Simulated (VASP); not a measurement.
These are PBEsol GGA, VASP's PBE PAW potentials (set 64) (plane waves; VASP) values and carry that method's errors.

VASP ran on this input.

### POSCAR
```
NaCl
1
    0.0000000000     2.8325560434     2.8325560434
    2.8325560434     0.0000000000     2.8325560434
    2.8325560434     2.8325560434     0.0000000000
Na Cl
1 1
Direct
  0.0000000000   0.0000000000   0.0000000000
  0.5000000000   0.5000000000   0.5000000000
```

### INCAR
```
ALGO = Normal
EDIFF = 1E-7
ENCUT = 520
GGA = PS
ISIF = 2
ISMEAR = 0
LASPH = T
LCHARG = F
LREAL = F
LWAVE = F
NELM = 100
PREC = Accurate
SIGMA = 0.05
SYSTEM = NaCl
```

### KPOINTS
```
Automatic mesh
0
Gamma
8 8 8
0 0 0
```

POTCAR, in this order: Na_pv Cl (PBE.64 set). Program: vasp_std.

Output

### OUTCAR
```
 ion  position               nearest neighbor table
   1  0.000  0.000  0.000-
   2  0.500  0.500  0.500-
  LATTYP: Found a face centered cubic cell.
 ALAT       =     5.6651120868
 Subroutine PRICEL returns:
 Original cell was already a primitive cell.
 Subroutine GETGRP returns: Found 48 space group operations
The static configuration has the point symmetry O_h .
The dynamic configuration has the point symmetry O_h .
 Subroutine INISYM returns: Found 48 space group operations
 Subroutine IBZKPT returns following result:
 Found     29 irreducible k-points:

 Following reciprocal coordinates:
            Coordinates               Weight
  0.000000  0.000000  0.000000      1.000000
  0.125000  0.000000  0.000000      8.000000
  0.250000  0.000000  0.000000      8.000000
  0.375000  0.000000  0.000000      8.000000
  0.500000  0.000000  0.000000      4.000000
  0.125000  0.125000  0.000000      6.000000
  0.250000  0.125000  0.000000     24.000000
  0.375000  0.125000  0.000000     24.000000
  0.500000  0.125000  0.000000     24.000000
...
```

### OSZICAR
```
       N       E                     dE             d eps       ncg     rms          rms(c)
DAV:   1     0.946481848683E+02    0.94648E+02   -0.73434E+03   638   0.124E+03
DAV:   2     0.153802991955E+01   -0.93110E+02   -0.86171E+02   728   0.280E+02
DAV:   3    -0.697016420712E+01   -0.85082E+01   -0.84547E+01   773   0.845E+01
DAV:   4    -0.715751641247E+01   -0.18735E+00   -0.18717E+00   724   0.135E+01
DAV:   5    -0.716189981461E+01   -0.43834E-02   -0.43831E-02   837   0.205E+00    0.190E+00
DAV:   6    -0.700193820023E+01    0.15996E+00   -0.32056E-01   731   0.446E+00    0.138E+00
DAV:   7    -0.699123939980E+01    0.10699E-01   -0.69668E-02   847   0.203E+00    0.914E-01
DAV:   8    -0.699496244750E+01   -0.37230E-02   -0.76914E-03   671   0.981E-01    0.231E-01
DAV:   9    -0.699490477500E+01    0.57673E-04   -0.18093E-04   779   0.129E-01    0.141E-01
DAV:  10    -0.699498881368E+01   -0.84039E-04   -0.28611E-04   677   0.119E-01    0.523E-02
DAV:  11    -0.699497832030E+01    0.10493E-04   -0.21817E-05   761   0.355E-02    0.164E-02
DAV:  12    -0.699497741135E+01    0.90895E-06   -0.38712E-06   680   0.128E-02    0.338E-03
DAV:  13    -0.699497765775E+01   -0.24640E-06   -0.12983E-07   710   0.282E-03    0.266E-04
DAV:  14    -0.699497762001E+01    0.37734E-07   -0.40560E-09   364   0.872E-04
   1 F= -.69949776E+01 E0= -.69949776E+01  d E =-.326006E-16
```

### OUTCAR
```
------------------------ aborting loop because EDIFF is reached ----------------------------------------
  FORCE on cell =-STRESS in cart. coord.  units (eV):
  Direction    XX          YY          ZZ          XY          YZ          ZX
  --------------------------------------------------------------------------------------
  Total       -0.2239581     -0.2239581     -0.2239581      0.0000000      0.0000000      0.0000000
  in kB       -7.8942659     -7.8942659     -7.8942659      0.0000000      0.0000000      0.0000000
  external PRESSURE =      -7.8942659 kB  Pullay stress =       0.0000000 kB
  volume of cell :       45.45
      direct lattice vectors                 reciprocal lattice vectors
     0.000000000  2.832556043  2.832556043    -0.176519014  0.176519014  0.176519014
     2.832556043  0.000000000  2.832556043     0.176519014 -0.176519014  0.176519014
     2.832556043  2.832556043  0.000000000     0.176519014  0.176519014 -0.176519014
  FREE ENERGIE OF THE ION-ELECTRON SYSTEM (eV)
  ---------------------------------------------------
  free  energy   TOTEN  =        -6.9949776200 eV

  energy  without entropy=       -6.9949776200  energy(sigma->0) =       -6.99497762
```
(Selected blocks of OUTCAR.)

The compound is NaCl in the rock salt structure. This cell is one point of a volume scan, at 1.03 of the reference volume.
